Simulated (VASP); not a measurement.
The cell holds one Ni (fcc) (111) slab, with vacuum along c, ions free to move until forces fall under 0.03 eV/Å, no reconstruction beyond this cell, dipole correction on.

Data:

```yaml
crystal:
  lattice:
    - [2.44705, 0.00000, 0.00000]
    - [-1.22352, 2.11920, 0.00000]
    - [0.00000, 0.00000, 24.73709]
  atoms:
    - { symbol: Ni, position: [0.66667, 0.33333, 0.33936], spin: 0.8 }
    - { symbol: Ni, position: [0.33333, 0.66667, 0.41913], spin: 0.8 }
    - { symbol: Ni, position: [0.00000, 0.00000, 0.50000], spin: 0.8 }
    - { symbol: Ni, position: [0.66667, 0.33333, 0.58087], spin: 0.8 }
    - { symbol: Ni, position: [0.33333, 0.66667, 0.66064], spin: 0.8 }
```

All values below come from PBEsol GGA, VASP's PBE PAW potentials (set 64) (plane waves; VASP 6.6.1). Settings: 400 eV cut-off, 13×13×1 Γ-centred mesh, first-order Methfessel-Paxton smearing of 0.10 eV, potentials Ni.

Slab and bulk use different k-meshes, so the surface energy is good to a few per cent at best.

**Question.** Predict its surface energy, work function, band gap (on the k-mesh), cell moment.

**Answer.** 
The surface energy is 2.27 J/m² and the work function comes out as 5.18 eV. The band gap (on the k-mesh) is none (metal, semimetal or under 0.01 eV) and the cell moment is 3.10 μB.

Measured: work function 5.36 eV (computed value off by -0.18 eV), as given by Richard Tran et al., Surface Science (2019), arXiv:1902.07811.

The cell is a thin slab with vacuum, built from Ni (fcc): (111) face.
